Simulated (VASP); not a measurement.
Computed with PBEsol GGA, VASP's PBE PAW potentials (set 64) (plane waves; VASP 6.6.1).

The input files of a VASP run:

**KPOINTS**
```
Automatic mesh
0
Gamma
6 6 9
0 0 0
```

### INCAR
```
ALGO  =  Normal
EDIFF  =  1E-8
ENCUT  =  520
GGA  =  PS
IBRION  =  8
ISMEAR  =  0
LASPH  =  .True.
LCHARG  =  .False.
LEPSILON  =  .True.
LMAXMIX  =  4
LREAL  =  .False.
LWAVE  =  .False.
NELM  =  100
NSW  =  1
PREC  =  Accurate
SIGMA  =  0.01
SYSTEM  =  TiO2
```

File POSCAR:
```
TiO2
1
    4.5947055636     0.0000000000     0.0000000000
    0.0000000000     4.5947055636     0.0000000000
    0.0000000000     0.0000000000     2.9437176444
Ti O
2 4
Direct
  0.0000000000   0.0000000000   0.0000000000
  0.5000000000   0.5000000000   0.5000000000
  0.3042739349   0.3042739349   0.0000000000
  0.8042739349   0.1957260651   0.5000000000
  0.1957260651   0.8042739349   0.5000000000
  0.6957260651   0.6957260651   0.0000000000
```

POTCAR, in this order: Ti_sv O (PBE.64 set). Program: vasp_std.

Output of the run:

File OUTCAR:
```
 ion  position               nearest neighbor table
   1  0.000  0.000  0.000-   4 1.95   5 1.95   4 1.95   5 1.95   3 1.98   6 1.98
   2  0.500  0.500  0.500-   3 1.95   6 1.95   3 1.95   6 1.95   5 1.98   4 1.98
   3  0.304  0.304  0.000-   2 1.95   2 1.95   1 1.98
   4  0.804  0.196  0.500-   1 1.95   1 1.95   2 1.98
   5  0.196  0.804  0.500-   1 1.95   1 1.95   2 1.98
   6  0.696  0.696  0.000-   2 1.95   2 1.95   1 1.98
  LATTYP: Found a simple tetragonal cell.
 ALAT       =     4.5947055636
 C/A-ratio  =     0.6406760137
 Subroutine PRICEL returns:
 Original cell was already a primitive cell.
 Subroutine GETGRP returns: Found 16 space group operations
The static configuration has the point symmetry D_2h.
 The point group associated with its full space group is D_4h.
The dynamic configuration has the point symmetry D_2h.
 Subroutine INISYM returns: Found 16 space group operations
 Subroutine IBZKPT returns following result:
 Found     50 irreducible k-points:

 Following reciprocal coordinates:
            Coordinates               Weight
  0.000000  0.000000  0.000000      1.000000
  0.166667  0.000000  0.000000      4.000000
  0.333333  0.000000  0.000000      4.000000
...
```

File OUTCAR:
```


 HEAD OF MICROSCOPIC STATIC DIELECTRIC TENSOR (INDEPENDENT PARTICLE, excluding Hartree and local field effects)
 ------------------------------------------------------
           7.727729     0.000000     0.000000
           0.000000     7.727729     0.000000
           0.000000     0.000000     9.089752
 ------------------------------------------------------

 MACROSCOPIC STATIC DIELECTRIC TENSOR (including local field effects in DFT)
 ------------------------------------------------------
           7.486075     0.000000     0.000000
           0.000000     7.486075     0.000000
           0.000000     0.000000     8.933220
 ------------------------------------------------------

 PIEZOELECTRIC TENSOR (including local field effects)  for field in x, y, z        (e  Angst)
          XX          YY          ZZ          XY          YZ          ZX
  --------------------------------------------------------------------------------
  x     0.00000     0.00000     0.00000     0.00000     0.00000     0.00000
  y     0.00000     0.00000     0.00000     0.00000     0.00000     0.00000
  z     0.00000     0.00000     0.00000     0.00000     0.00000     0.00000

 PIEZOELECTRIC TENSOR (including local field effects)  for field in x, y, z        (C/m^2)
          XX          YY          ZZ          XY          YZ          ZX
  --------------------------------------------------------------------------------
  x     0.00000     0.00000     0.00000     0.00000     0.00000     0.00000
  y     0.00000     0.00000     0.00000     0.00000     0.00000     0.00000
  z     0.00000     0.00000     0.00000     0.00000     0.00000     0.00000

 BORN EFFECTIVE CHARGES (including local field effects) (in |e|, cummulative output)
 ---------------------------------------------------------------------------------
 ion    1
    1     6.30117     1.02899     0.00000
    2     1.02899     6.30117     0.00000
    3     0.00000     0.00000     7.69733
 ion    2
    1     6.30117    -1.02899     0.00000
    2    -1.02899     6.30117     0.00000
    3     0.00000     0.00000     7.69733
 ion    3
    1    -3.15059    -1.80473     0.00000
    2    -1.80473    -3.15059     0.00000
    3     0.00000     0.00000    -3.84866
 ion    4
    1    -3.15059     1.80473     0.00000
    2     1.80473    -3.15059     0.00000
    3     0.00000     0.00000    -3.84866
 ion    5
    1    -3.15059     1.80473     0.00000
    2     1.80473    -3.15059     0.00000
    3     0.00000     0.00000    -3.84866
 ion    6
    1    -3.15059    -1.80473     0.00000
    2    -1.80473    -3.15059     0.00000
    3     0.00000     0.00000    -3.84866
```
(Selected blocks of OUTCAR.)

OUTCAR:
```
 val. band max:        4.7756473379   @ k =   0.0000   0.0000   0.0000

 cond. band min:       6.6012108869   @ k =   0.0000   0.0000   0.0000


 Fermi energy:         4.8622811003

 k-point     1 :       0.0000    0.0000    0.0000
  band No.  band energies     occupation
      1     -51.8661      2.00000
      2     -51.8480      2.00000
      3     -28.2931      2.00000
      4     -28.2931      2.00000
      5     -28.1212      2.00000
      6     -28.1212      2.00000
      7     -28.0780      2.00000
      8     -28.0431      2.00000
      9     -13.3896      2.00000
     10     -12.1896      2.00000
     11     -11.4347      2.00000
     12     -11.4347      2.00000
     13      -1.0839      2.00000
     14      -0.6431      2.00000
     15      -0.2609      2.00000
     16       0.9347      2.00000
     17       0.9347      2.00000
     18       2.1653      2.00000
     19       2.1653      2.00000
     20       2.7989      2.00000
     21       4.0840      2.00000
     22       4.3159      2.00000
     23       4.3159      2.00000
     24       4.7756      2.00000
     25       6.6012      0.00000
     26       6.8771      0.00000
     27       7.1729      0.00000
     28       7.2703      0.00000

 k-point     2 :       0.1667    0.0000    0.0000
  band No.  band energies     occupation
      1     -51.8648      2.00000
      2     -51.8492      2.00000
      3     -28.2839      2.00000
      4     -28.2830      2.00000
      5     -28.1325      2.00000
      6     -28.1316      2.00000
      7     -28.0756      2.00000
      8     -28.0454      2.00000
      9     -13.2900      2.00000
     10     -12.1949      2.00000
     11     -11.5341      2.00000
     12     -11.4734      2.00000
     13      -0.9025      2.00000
     14      -0.5323      2.00000
     15      -0.0761      2.00000
     16       0.9460      2.00000
     17       0.9541      2.00000
     18       1.9926      2.00000
     19       2.1202      2.00000
     20       2.8115      2.00000
...
```

The dielectric response may not be converged in the k-mesh; for small gaps it tends to come out too large.

The compound is TiO2 in the rutile structure. It was relaxed first.
